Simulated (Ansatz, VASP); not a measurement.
# HfMg2C2 in VASP and in Ansatz

```
Mg Hf C
1.0
     3.20756    0.00000    0.00000
    -1.60378    2.77783    0.00000
     0.00000    0.00000    7.70726
Mg Hf C
2 1 2
Direct
  0.33333 0.66667 0.84278
  0.66667 0.33333 0.15722
  0.00000 0.00000 0.50000
  0.33333 0.66667 0.32302
  0.66667 0.33333 0.67698
```

Alike in both runs: task single point; functional PBE; k mesh 6 × 6 × 2; occupations gaussian, width 0.1 eV; no spin polarisation.

|  | VASP | Ansatz |
| --- | --- | --- |
| version | VASP 6.6.1 | Ansatz 0.2.0 |
| potentials or method | VASP PAW PBE potentials, release 64 (Mg, Hf_pv, C) | scalar-relativistic, plane waves, PAW |
| plane-wave cutoff (eV) | 520 | 420 |
| valence electrons in the cell | 22 | 54 |

|  | VASP | Ansatz | Ansatz less VASP |
| --- | --- | --- | --- |
| gap on the k mesh at the Fermi level (eV) | none | none | - |
| pressure (GPa) | 4.6 | 4.8 | +0.29 |
| largest component of the traceless stress (GPa) | 8.29 | 8.21 | -0.077 |
| rms of the force components (eV/Å) | 0.455 | 0.450 | -0.0047 |

Atom by atom the forces differ by 0.007 eV/Å (rms over components). A gap of «none» marks a metal or a gap that the smearing closes. The two sets of potentials don't hold the same shells in valence.

Caveats: the k mesh is coarse (spacing up to 0.41 Å⁻¹), so the values aren't converged; forces of over 1 eV/Å show positions far from the minimum, so gaps and moduli don't describe the material at rest. The runs have no spin-orbit coupling, so splittings on Hf are missing.
